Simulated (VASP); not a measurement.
A run of VASP 6.6.1 is set up as follows.

The input INCAR:

```
SYSTEM = Ca2CuS2O2
  PREC = Accurate
  ENCUT = 520
  EDIFF = 1E-7
  ISMEAR = 0
  SIGMA = 0.01
  LREAL = .FALSE.
  LASPH = .TRUE.
  NELM = 60
  ALGO = Normal
  ISIF = 2
  LWAVE = .FALSE.
  LCHARG = .FALSE.
  LMAXMIX = 4
  GGA = BF
  LUSE_VDW = .TRUE.
  ZAB_VDW = -1.8867
```

File KPOINTS:

```
Automatic mesh
0
G
  7 7 4
  0 0 0
```

File POSCAR:

```
Ca2CuS2O2
1.0
    3.8624990000      0.0000000000      0.0000000000
    0.0000000000      3.8624990000      0.0000000000
    0.0000000000      0.0000000000      7.7454740000
Cu Ca S O
1 2 2 2
Direct
    0.0000000000      0.0000000000      0.5000000000
    0.5000000000      0.5000000000      0.2918880000
    0.5000000000      0.5000000000      0.7081120000
    0.0000000000      0.0000000000      0.1383120000
    0.0000000000      0.0000000000      0.8616880000
    0.5000000000      0.0000000000      0.5000000000
    0.0000000000      0.5000000000      0.5000000000
```

Contents of KPOINTS_OPT:

```
path GXMGZRAZ,XR,MA
15
line-mode
reciprocal
 0.0000000000  0.0000000000  0.0000000000  G
 0.0000000000  0.5000000000  0.0000000000  X

 0.0000000000  0.5000000000  0.0000000000  X
 0.5000000000  0.5000000000  0.0000000000  M

 0.5000000000  0.5000000000  0.0000000000  M
 0.0000000000  0.0000000000  0.0000000000  G

 0.0000000000  0.0000000000  0.0000000000  G
 0.0000000000  0.0000000000  0.5000000000  Z

 0.0000000000  0.0000000000  0.5000000000  Z
 0.0000000000  0.5000000000  0.5000000000  R

 0.0000000000  0.5000000000  0.5000000000  R
 0.5000000000  0.5000000000  0.5000000000  A

 0.5000000000  0.5000000000  0.5000000000  A
 0.0000000000  0.0000000000  0.5000000000  Z

 0.0000000000  0.5000000000  0.0000000000  X
 0.0000000000  0.5000000000  0.5000000000  R

 0.5000000000  0.5000000000  0.0000000000  M
 0.5000000000  0.5000000000  0.5000000000  A
```

Potentials or basis: VASP PAW PBE potentials, release 54 (Cu, Ca_sv, S, O).

The run is started by

```sh
$ cat potpaw_PBE.54/Cu/POTCAR potpaw_PBE.54/Ca_sv/POTCAR potpaw_PBE.54/S/POTCAR potpaw_PBE.54/O/POTCAR > POTCAR
$ mpirun -np 1 vasp_std > vasp.out
```

Question: Estimate the band gap along the path.

Answer: None (metal or under the smearing width).

Question: Estimate the largest force.

Answer: 0.185 eV/Å.

Forces in eV/Å, atoms in the order of the input:
```
Cu   0.000  0.000  0.000
Ca   0.000  0.000  0.068
Ca   0.000  0.000 -0.068
S    0.000  0.000 -0.185
S    0.000  0.000  0.185
O    0.000  0.000  0.000
O    0.000  0.000  0.000
```

Caveat: the PAW data sets were made with another functional, which shifts forces and pressure a little; an odd number of electrons without spin polarisation forces a metal; a magnetic or distorted state may lie lower; the run has no spin polarisation, though such a crystal can be magnetic; semilocal functionals often make such compounds metallic where correlation or magnetic order opens a gap, which also shifts bond lengths.
